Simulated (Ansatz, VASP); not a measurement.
# Cross-check of Rh (Rh wire along [111], 19 atoms a period) between VASP and Ansatz, part 2 of 2

One calculation is typed for both programs; each brings its own data sets. How far apart do they land? Of the first pair: The structure shown is the start of the Ansatz relaxation below; VASP solves that cell, so the two are compared at the walk's first step.

VASP 6.6.1 and Ansatz 0.2.0.

So far: Set-up; Ansatz: relaxation, PBE.

### 3. VASP: single point, PBE, start cell, pair 1

Level of this step: PBE; plane waves and PAW (Rh_pv) (VASP).

The same cell, functional, mesh and smearing now go to VASP, with its own data sets.

Lines of VASP's logs that name or quote its potential files are left out, and so is its time.

The input, INCAR:

```
SYSTEM = Rh
PREC = Accurate
ENCUT = 400
EDIFF = 1E-06
NELM = 120
ISMEAR = -1
SIGMA = 0.05
LREAL = .FALSE.
ALGO = Normal
GGA = PE
NBANDS = 176
LASPH = .TRUE.
LORBIT = 11
LWAVE = .FALSE.
LCHARG = .FALSE.
ISIF = 2
GGA_COMPAT = .FALSE.
KPAR = 4
```

The input, POSCAR:

```
Rh
1.0
   12.2160000000      0.0000000000      0.0000000000
    0.0000000000     13.0540000000      0.0000000000
    0.0000000000      0.0000000000      6.6337550000
Rh
19
Direct
    0.3891527914      0.3203458710      0.0000000000
    0.5000000000      0.5000139038      0.0000000000
    0.6108472086      0.3203458710      0.0000000000
    0.7216944171      0.5000139038      0.0000000000
    0.2783055828      0.6197925923      0.3333333836
    0.3891527914      0.4401245596      0.3333333836
    0.5000000000      0.6197925923      0.3333333836
    0.5000000000      0.2604565268      0.3333333836
    0.6108472086      0.4401245596      0.3333333836
    0.7216944171      0.6197925923      0.3333333836
    0.2783055828      0.3802352153      0.6666666164
    0.3891527914      0.5599032480      0.6666666164
    0.5000000000      0.3802352153      0.6666666164
    0.5000000000      0.7395712808      0.6666666164
    0.6108472086      0.5599032480      0.6666666164
    0.7216944171      0.3802352153      0.6666666164
    0.2783055828      0.5000139038      0.0000000000
    0.3891527914      0.6796819366      0.0000000000
    0.6108472086      0.6796819366      0.0000000000
```

The input, KPOINTS:

```
Automatic mesh
0
Gamma
1 1 13
0 0 0
```

PAW data sets: Rh_pv (PBE family, release 64).

Started as:

```console
mpirun -np 4 vasp_std
```

Numbers of over 12 decimals in the logs are rounded to 6 here.

The program printed:

```text
[banner, memory and clock lines left out]
running    4 mpi-ranks, on    1 nodes
 distrk:  each k-point on    1 cores,    4 groups
 distr:  one band on    1 cores,    1 groups

 POSCAR found type information on POSCAR Rh
 POSCAR found :  1 types and      19 ions
|                                                                             |
|               ----> ADVICE to this user running VASP <----                  |
|                                                                             |
|     You have a (more or less) 'large supercell' and for larger cells it     |
|     might be more efficient to use real-space projection operators.         |
|     Therefore, try LREAL= Auto in the INCAR file.                           |
|     Mind: For very accurate calculation, you might also keep the            |
|     reciprocal projection scheme (i.e. LREAL=.FALSE.).                      |
|                                                                             |

 LDA part: xc-table for (Slater+PW92), standard interpolation
 POSCAR, INCAR and KPOINTS ok, starting setup
 FFT: planning ... GRIDC
 FFT: planning ... GRID_SOFT
 FFT: planning ... GRID
 WAVECAR not read
 entering main loop
       N       E                     dE             d eps       ncg     rms          rms(c)
DAV:   1     0.218550162035E+04    0.21855E+04   -0.15786E+05  3232   0.120E+03
DAV:   2    -0.379984234176E+02   -0.22235E+04   -0.21455E+04  2720   0.375E+02
DAV:   3    -0.119384773688E+03   -0.81386E+02   -0.73548E+02  2776   0.664E+01
DAV:   4    -0.121532440985E+03   -0.21477E+01   -0.21143E+01  2760   0.982E+00
DAV:   5    -0.121608042964E+03   -0.75602E-01   -0.75544E-01  3000   0.171E+00    0.289E+01
DAV:   6    -0.116209099175E+03    0.53989E+01   -0.26702E+01  2576   0.170E+01    0.210E+01
DAV:   7    -0.129182085354E+03   -0.12973E+02   -0.52387E+01  2696   0.372E+01    0.380E+01
DAV:   8    -0.119441510983E+03    0.97406E+01   -0.12914E+01  2656   0.193E+01    0.254E+01
DAV:   9    -0.115823870358E+03    0.36176E+01   -0.95043E+00  2696   0.127E+01    0.181E+01
DAV:  10    -0.113502666553E+03    0.23212E+01   -0.41091E+00  2760   0.108E+01    0.899E+00
DAV:  11    -0.112942384492E+03    0.56028E+00   -0.11110E+00  2616   0.513E+00    0.372E+00
DAV:  12    -0.112907867096E+03    0.34517E-01   -0.33398E-01  2656   0.302E+00    0.280E+00
DAV:  13    -0.112864754648E+03    0.43112E-01   -0.12525E-01  2624   0.185E+00    0.241E+00
DAV:  14    -0.112859000434E+03    0.57542E-02   -0.15265E-01  2632   0.208E+00    0.252E+00
[...]
DAV:  22    -0.112806540261E+03   -0.47029E-03   -0.14402E-04  2592   0.526E-02    0.563E-02
DAV:  23    -0.112807166849E+03   -0.62659E-03   -0.81750E-05  2512   0.343E-02    0.197E-02
DAV:  24    -0.112807623610E+03   -0.45676E-03   -0.35332E-05  2264   0.150E-02    0.113E-02
DAV:  25    -0.112807793367E+03   -0.16976E-03   -0.17709E-05  2152   0.841E-03    0.594E-03
DAV:  26    -0.112807817253E+03   -0.23886E-04   -0.34943E-06  1960   0.351E-03    0.218E-03
DAV:  27    -0.112807818268E+03   -0.10151E-05   -0.10172E-06  1760   0.166E-03    0.122E-03
DAV:  28    -0.112807820252E+03   -0.19840E-05   -0.24871E-07  1488   0.115E-03    0.106E-03
DAV:  29    -0.112807821108E+03   -0.85522E-06   -0.12348E-07  1464   0.700E-04
   1 F= -.11280782E+03 E0= -.11259155E+03  d E =-.432547E+00
```

From OUTCAR (step 3):

```text
ion  position               nearest neighbor table
   1  0.389  0.320  0.000-   3 2.71   2 2.71  17 2.71   8 2.71  13 2.71  11 2.71   6 2.71
   2  0.500  0.500  0.000-   4 2.71  17 2.71  18 2.71  19 2.71   1 2.71   3 2.71  15 2.71  12 2.71
                             9 2.71   6 2.71   7 2.71  13 2.71
   3  0.611  0.320  0.000-   1 2.71   4 2.71   2 2.71  16 2.71   8 2.71  13 2.71   9 2.71
   4  0.722  0.500  0.000-   2 2.71  19 2.71   3 2.71  15 2.71   9 2.71  10 2.71  16 2.71
   5  0.278  0.620  0.333-  12 2.71   7 2.71   6 2.71  18 2.71  17 2.71
   6  0.389  0.440  0.333-  11 2.71  13 2.71  12 2.71   9 2.71   5 2.71   7 2.71   8 2.71   2 2.71
                            17 2.71   1 2.71
   7  0.500  0.620  0.333-  12 2.71  15 2.71  14 2.71  10 2.71   5 2.71   6 2.71   9 2.71  18 2.71
                            19 2.71   2 2.71
   8  0.500  0.260  0.333-  13 2.71   9 2.71   6 2.71   3 2.71   1 2.71
   9  0.611  0.440  0.333-  16 2.71  13 2.71  15 2.71   6 2.71  10 2.71   7 2.71   8 2.71   4 2.71
                             2 2.71   3 2.71
  10  0.722  0.620  0.333-  15 2.71   7 2.71   9 2.71  19 2.71   4 2.71
  11  0.278  0.380  0.667-   6 2.71  13 2.71  12 2.71   1 2.71  17 2.71
  12  0.389  0.560  0.667-   5 2.71   7 2.71   6 2.71  15 2.71  13 2.71  11 2.71  14 2.71   2 2.71
                            17 2.71  18 2.71
  13  0.500  0.380  0.667-   6 2.71   9 2.71   8 2.71  16 2.71  11 2.71  15 2.71  12 2.71   3 2.71
                             1 2.71   2 2.71
  14  0.500  0.740  0.667-   7 2.71  12 2.71  15 2.71  18 2.71  19 2.71
  15  0.611  0.560  0.667-  10 2.71   7 2.71   9 2.71  12 2.71  16 2.71  13 2.71  14 2.71   4 2.71
                             2 2.71  19 2.71
  16  0.722  0.380  0.667-   9 2.71  13 2.71  15 2.71   3 2.71   4 2.71
  17  0.278  0.500  0.000-   2 2.71  18 2.71   1 2.71  12 2.71   6 2.71   5 2.71  11 2.71
  18  0.389  0.680  0.000-  19 2.71  17 2.71   2 2.71  14 2.71   7 2.71   5 2.71  12 2.71
  19  0.611  0.680  0.000-  18 2.71   4 2.71   2 2.71  10 2.71  14 2.71   7 2.71  15 2.71

  LATTYP: Found a simple orthorhombic cell.
 ALAT       =     6.6337550000
 B/A-ratio  =     1.8414909806
 C/A-ratio  =     1.9678146088

 Subroutine GETGRP returns: Found  4 space group operations
 (whereof  2 operations were pure point group operations)

The static configuration has the point symmetry C_1h.
 The point group associated with its full space group is C_2h.

 Found      7 irreducible k-points:

   k-points           NKPTS =      7   k-points in BZ     NKDIM =      7   number of bands    NBANDS=    176

   dimension x,y,z NGX =    80 NGY =   90 NGZ =   48
   dimension x,y,z NGXF=   160 NGYF=  180 NGZF=   96

   ENCUT  =  400.0 eV  29.40 Ry    5.42 a.u.  19.92 21.29 10.82*2*pi/ulx,y,z

   NELECT =     285.0000    total number of electrons

 k-points in reciprocal lattice and weights: Automatic mesh
   0.00000000  0.00000000  0.00000000       0.077
   0.00000000  0.00000000  0.07692308       0.154
   0.00000000  0.00000000  0.15384615       0.154
   0.00000000  0.00000000  0.23076923       0.154
   0.00000000  0.00000000  0.30769231       0.154
   0.00000000  0.00000000  0.38461538       0.154
   0.00000000  0.00000000  0.46153846       0.154

 average (electrostatic) potential at core
       1 -82.3545       2 -83.2627       3 -82.3545       4 -82.3539       5 -81.9972
       6 -82.8280       7 -82.8282       8 -81.9994       9 -82.8280      10 -81.9972
      11 -81.9972      12 -82.8280      13 -82.8282      14 -81.9994      15 -82.8280
      16 -81.9972      17 -82.3539      18 -82.3545      19 -82.3545

 E-fermi :  -0.4083

 k-point     1 :       0.0000    0.0000    0.0000
  band No.  band energies     occupation
    ...
    141      -0.4421      1.32582
    142      -0.4412      1.31798
    143      -0.3860      0.78086
    144      -0.3842      0.76352
    145      -0.3660      0.60085
    146      -0.2733      0.12609
    147      -0.1743      0.01840
    148      -0.1408      0.00946
    149      -0.1306      0.00772
    150      -0.0576      0.00180
    ...

 k-point     2 :       0.0000    0.0000    0.0769
  band No.  band energies     occupation
    ...
    141      -0.4550      1.43638
    142      -0.4535      1.42393
    143      -0.3766      0.69399
    144      -0.3752      0.68112
    145      -0.3625      0.57188
    146      -0.3209      0.29707
    147      -0.1552      0.01259
    148      -0.1488      0.01109
    149      -0.1250      0.00690
    150      -0.0625      0.00198
    ...

 k-point     3 :       0.0000    0.0000    0.1538
  band No.  band energies     occupation
    ...
    141      -0.4697      1.54742
    142      -0.4677      1.53275
    143      -0.4038      0.95557
    144      -0.3650      0.59259
    145      -0.3639      0.58324
    146      -0.3317      0.35584
    147      -0.1820      0.02142
    148      -0.1793      0.02030
    149      -0.1496      0.01128
    150      -0.0693      0.00227
    ...

  Total      -26.2743931    -26.7767372    -37.8152731      0.0000000      0.0077483      0.0000000
  in kB      -39.7934154    -40.5542316    -57.2724501      0.0000000      0.0117350      0.0000000
  external PRESSURE =     -45.8733657 kB  Pullay stress =       0.0000000 kB

  energy-cutoff  :      400.00
  volume of cell :     1057.87
      direct lattice vectors                 reciprocal lattice vectors
    12.216000000  0.000000000  0.000000000     0.081859856  0.000000000  0.000000000
     0.000000000 13.054000000  0.000000000     0.000000000  0.076604872  0.000000000
     0.000000000  0.000000000  6.633755000     0.000000000  0.000000000  0.150744186

 POSITION                                       TOTAL-FORCE (eV/Angst)
 -----------------------------------------------------------------------------------
      4.75389      4.18180      0.00000         0.544652      0.949175      0.000222
      6.10800      6.52718      0.00000         0.000000      0.000000      0.000000
      7.46211      4.18180      0.00000        -0.544652      0.949175      0.000222
      8.81622      6.52718      0.00000        -1.106721      0.000000      0.000000
      3.39978      8.09077      2.21125         1.629977     -0.936603     -0.706710
      4.75389      5.74539      2.21125        -0.381131     -0.216083      0.089195
      6.10800      8.09077      2.21125         0.000000      0.427917      0.095447
      6.10800      3.40000      2.21125         0.000000      1.876619     -0.702470
      7.46211      5.74539      2.21125         0.381131     -0.216083      0.089195
      8.81622      8.09077      2.21125        -1.629977     -0.936603     -0.706710
      3.39978      4.96359      4.42250         1.629977      0.936603      0.706710
      4.75389      7.30898      4.42250        -0.381131      0.216083     -0.089195
      6.10800      4.96359      4.42250         0.000000     -0.427917     -0.095447
      6.10800      9.65436      4.42250         0.000000     -1.876619      0.702470
      7.46211      7.30898      4.42250         0.381131      0.216083     -0.089195
      8.81622      4.96359      4.42250        -1.629977      0.936603      0.706710
      3.39978      6.52718      0.00000         1.106721      0.000000      0.000000
      4.75389      8.87257      0.00000         0.544652     -0.949175     -0.000222
      7.46211      8.87257      0.00000        -0.544652     -0.949175     -0.000222
 -----------------------------------------------------------------------------------
    total drift:                                0.000005     -0.000004     -0.000000

  FREE ENERGIE OF THE ION-ELECTRON SYSTEM (eV)
  ---------------------------------------------------
  free  energy   TOTEN  =      -112.8078211076 eV

  energy  without entropy=     -112.3752740389  energy(sigma->0) =     -112.59154757

 total charge
# of ion       s       p       d       tot
------------------------------------------
    1        0.349   6.150   7.105  13.603
    2        0.389   6.281   7.009  13.680
    3        0.349   6.150   7.105  13.603
    4        0.349   6.150   7.105  13.604
    5        0.334   6.080   7.185  13.600
    6        0.387   6.239   7.020  13.646
    7        0.387   6.239   7.020  13.646
    8        0.334   6.080   7.185  13.599
    9        0.387   6.239   7.020  13.646
   10        0.334   6.080   7.185  13.600
   11        0.334   6.080   7.185  13.600
   12        0.387   6.239   7.020  13.646
   13        0.387   6.239   7.020  13.646
   14        0.334   6.080   7.185  13.599
   15        0.387   6.239   7.020  13.646
   16        0.334   6.080   7.185  13.600
   17        0.349   6.150   7.105  13.604
   18        0.349   6.150   7.105  13.603
   19        0.349   6.150   7.105  13.603
--------------------------------------------------
tot          6.807 117.095 134.871 258.773

[... 3 further parts left out ...]
```

This run has no spin polarisation. Its electron count is odd, so without a moment it is a metal by construction.

### 4. Differences

Known differences besides the potentials themselves: the data sets hold 323 valence electrons in Ansatz (on its PAW soft_1 files) and 285 in VASP; the cutoff is 420 eV in Ansatz and 400 eV in VASP. Total energies have different zeros and are not compared.

Forces on 7 of the 19 atoms, those with the largest forces and the largest differences (eV/Å; atoms numbered as in POSCAR):

```
atom          Ansatz x, y, z            VASP x, y, z
 Rh4    -1.107, 0.000, 0.000    -1.107, 0.000, 0.000
 Rh5   1.630, -0.937, -0.711   1.630, -0.937, -0.707
 Rh8    0.000, 1.875, -0.706    0.000, 1.877, -0.702
Rh10  -1.630, -0.937, -0.711  -1.630, -0.937, -0.707
Rh11     1.630, 0.937, 0.711     1.630, 0.937, 0.707
Rh14    0.000, -1.875, 0.706    0.000, -1.877, 0.702
Rh16    -1.630, 0.937, 0.711    -1.630, 0.937, 0.707
```

The forces differ by 1.9 meV/Å r.m.s., which is 0.2 % of the r.m.s. force of 0.756 eV/Å (both taken over all components).

### 5. Ansatz: relaxation, PBE

This run makes the geometry at which the two programs are then compared. The cell compared in this pair holds 1022.13 Å³, against 1057.87 Å³ for the pair before.

The structure compared here is the end of the Ansatz relaxation.

This is the run of step 2 again, met here at its other cell.

### 6. VASP: single point, PBE, cell relaxed in part, pair 2

The same cell, functional, mesh and smearing now go to VASP, with its own data sets.

Changes to INCAR since step 3:

```diff
@@ -2,3 +2,3 @@
 PREC = Accurate
-ENCUT = 400
+ENCUT = 500
 EDIFF = 1E-06
```

The input, POSCAR:

```
Rh
1.0
   12.2160000000      0.0000000000      0.0000000000
    0.0000000000     13.0540000000      0.0000000000
    0.0000000000      0.0000000000      6.4096442495
Rh
19
Direct
    0.3925565447      0.3258122799      0.0000691490
    0.5000000000      0.5000139348      0.0000000000
    0.6074434553      0.3258122799      0.0000691490
    0.7148190732      0.5000139348      0.0000000000
    0.2889586866      0.6140897790      0.3249315095
    0.3853718225      0.4381057468      0.3362423661
    0.5000000000      0.6236574760      0.3361993686
    0.5000000000      0.2719648021      0.3251775693
    0.6146281775      0.4381057468      0.3362423661
    0.7110413134      0.6140897790      0.3249315095
    0.2889586866      0.3859380906      0.6750684905
    0.3853718225      0.5619221228      0.6637576339
    0.5000000000      0.3763703936      0.6638006314
    0.5000000000      0.7280630675      0.6748224307
    0.6146281775      0.5619221228      0.6637576339
    0.7110413134      0.3859380906      0.6750684905
    0.2851809268      0.5000139348      0.0000000000
    0.3925565447      0.6742155897      0.9999308510
    0.6074434553      0.6742155897      0.9999308510
```

KPOINTS is that of step 3.

Started as:

```console
mpirun -np 4 vasp_std
```

The program printed:

```text
[banner, memory and clock lines left out]
running    4 mpi-ranks, on    1 nodes
[...]
[... a notice as in an earlier step ...]

 LDA part: xc-table for (Slater+PW92), standard interpolation
 POSCAR, INCAR and KPOINTS ok, starting setup
[...]
entering main loop
       N       E                     dE             d eps       ncg     rms          rms(c)
DAV:   1     0.257172523525E+04    0.25717E+04   -0.17192E+05  3168   0.142E+03
DAV:   2    -0.336416567668E+02   -0.26054E+04   -0.25208E+04  2712   0.416E+02
DAV:   3    -0.121769294085E+03   -0.88128E+02   -0.81155E+02  2760   0.743E+01
DAV:   4    -0.123839936526E+03   -0.20706E+01   -0.20494E+01  2768   0.103E+01
[...]
DAV:  24    -0.114914950126E+03   -0.25271E-03   -0.19693E-05  2160   0.110E-02    0.800E-03
DAV:  25    -0.114915017565E+03   -0.67439E-04   -0.92660E-06  2008   0.624E-03    0.297E-03
DAV:  26    -0.114915017936E+03   -0.37086E-06   -0.10387E-06  1808   0.241E-03
   1 F= -.11491502E+03 E0= -.11473662E+03  d E =-.356788E+00
```

OUTCAR, selected parts (step 6):

```text
  Total        0.4312922     -0.0156029      0.2444615      0.0000000      0.0117062      0.0000000
  in kB        0.6760450     -0.0244574      0.3831903      0.0000000      0.0183493      0.0000000
  external PRESSURE =       0.3449260 kB  Pullay stress =       0.0000000 kB

 POSITION                                       TOTAL-FORCE (eV/Angst)
 -----------------------------------------------------------------------------------
      4.79547      4.25315      0.00044         0.000992      0.000730     -0.000046
      6.10800      6.52718      0.00000         0.000000     -0.000000      0.000000
      7.42053      4.25315      0.00044        -0.000992      0.000730     -0.000046
      8.73223      6.52718      0.00000         0.000660     -0.000000      0.000000
      3.52992      8.01633      2.08270        -0.002735      0.002148      0.004976
      4.70770      5.71903      2.15519         0.006483      0.003564     -0.005619
      6.10800      8.14122      2.15492         0.000000     -0.007817     -0.006022
      6.10800      3.55023      2.08427         0.000000     -0.004118      0.004955
      7.50830      5.71903      2.15519        -0.006483      0.003564     -0.005619
      8.68608      8.01633      2.08270         0.002735      0.002148      0.004976
      3.52992      5.03804      4.32695        -0.002735     -0.002148     -0.004976
      4.70770      7.33533      4.25445         0.006483     -0.003564      0.005619
      6.10800      4.91314      4.25473         0.000000      0.007817      0.006022
      6.10800      9.50414      4.32537         0.000000      0.004118     -0.004955
[...]
-----------------------------------------------------------------------------------
    total drift:                                0.000000      0.000004      0.000000

  FREE ENERGIE OF THE ION-ELECTRON SYSTEM (eV)
  ---------------------------------------------------
  free  energy   TOTEN  =      -114.9150179358 eV

  energy  without entropy=     -114.5582296063  energy(sigma->0) =     -114.73662377

[... 1 part as in an earlier step ...]

[... 2 further parts left out ...]
[key lines of the parts left out:]
E-fermi :  -0.2346
```

### 7. Side by side

What differs besides the data sets and the points named for the pairs above, as far as they apply: the data sets hold 323 valence electrons in Ansatz (on its PAW soft_1 files) and 285 in VASP; the cutoff is 420 eV in Ansatz and 500 eV in VASP; Ansatz's pressure holds a Pulay correction, VASP's none. Total energies have different zeros and are not compared.

The two programs side by side:

```
      quantity  Ansatz  VASP  difference
pressure (GPa)    0.04  0.03       +0.01
```

The largest component of a force difference here is 7 meV/Å.

### 8. Summary of results

| Item | Value |
| --- | --- |
| r.m.s. force difference (single point, PBE, start cell, pair 1) | 0.24 % of the r.m.s. force |
| difference in pressure (single point, PBE, cell relaxed in part, pair 2) | 0.0067 GPa |

What this shows: The r.m.s. force difference is 0.24 % of the r.m.s. force (single point, PBE, start cell, pair 1), within the 3 % picked in this series as the mark of a large difference. The data sets hold unlike numbers of valence electrons (323 in Ansatz and 285 in VASP), so part of the differences may come from the potentials. Such differences can come from data sets, numerical settings and the points named under the comparisons, not from the functional's error against experiment.

[Lines on the potential files, build, host, timing and source positions are cut from VASP's logs without a mark.]

[Logs are printed without paths, hosts, clocks, repeated set-up lines and the standing remarks that a program may print on its own settings, such as how far it seeks lower states.]

[Hosts, paths, dates, database ids (printed as entryN), source tags and the programs' standing remarks are cut or masked in the printed files.]
